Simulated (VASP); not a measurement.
The input files of a VASP run:

### INCAR
```
SYSTEM = Na
PREC = Accurate
ENCUT = 400
EDIFF = 1E-6
NELM = 100
ALGO = Normal
LREAL = .FALSE.
LASPH = .TRUE.
ISMEAR = 1
SIGMA = 0.1
GGA = PE
LWAVE = .FALSE.
LCHARG = .FALSE.
ISIF = 2
ISPIN = 2
MAGMOM = 1.0 1.0 1.0
```

File KPOINTS:
```
Automatic mesh
0
Gamma
9 9 9
0 0 0
```

File POSCAR:
```
Na
1
   -2.1726000000     2.1726000000     2.1726000000
    2.1726000000    -2.1726000000     2.1726000000
    2.1726000000     2.1726000000    -2.1726000000
Na
1
Direct
  0.0000000000   0.0000000000   0.0000000000
```

POTCAR, in this order: Na_pv (PBE.64 set). Program: vasp_std.

Question: One choice in this input is risky. Which, and does it do harm here?

Answer: The risk: MAGMOM holds more values than there are atoms. Here it does no harm: the run (PBE GGA, plane waves, VASP's PBE PAW potentials (set 64)) converges to the same energy and pressure as with the safe setting.
**OSZICAR**
```
       N       E                     dE             d eps       ncg     rms          rms(c)
DAV:   1     0.144671148512E+02    0.14467E+02   -0.37660E+03  1120   0.644E+02
DAV:   2    -0.702113274764E+00   -0.15169E+02   -0.15169E+02  1176   0.105E+02
DAV:   3    -0.940806849121E+00   -0.23869E+00   -0.23869E+00  1576   0.190E+01
DAV:   4    -0.942336086061E+00   -0.15292E-02   -0.15292E-02  1504   0.114E+00
DAV:   5    -0.942346162521E+00   -0.10076E-04   -0.10076E-04  1536   0.750E-02    0.734E+00
DAV:   6    -0.123422091769E+01   -0.29187E+00   -0.32295E-01  1200   0.930E+00    0.290E+00
DAV:   7    -0.130550038561E+01   -0.71279E-01   -0.92975E-02  1192   0.379E+00    0.168E-01
DAV:   8    -0.130613080916E+01   -0.63042E-03   -0.19542E-03  1280   0.270E-01    0.955E-02
DAV:   9    -0.130613547890E+01   -0.46697E-05   -0.46870E-04  1160   0.246E-01    0.448E-02
DAV:  10    -0.130625688593E+01   -0.12141E-03   -0.16954E-04  1208   0.156E-01    0.486E-03
DAV:  11    -0.130626346980E+01   -0.65839E-05   -0.10617E-05  1224   0.331E-02    0.266E-03
DAV:  12    -0.130626429253E+01   -0.82272E-06   -0.25875E-06  1336   0.107E-02
   1 F= -.13062643E+01 E0= -.13061989E+01  d E =-.196309E-03  mag=    -0.0003
```

The compound is Na in the bcc structure. The cell was not relaxed at this level.
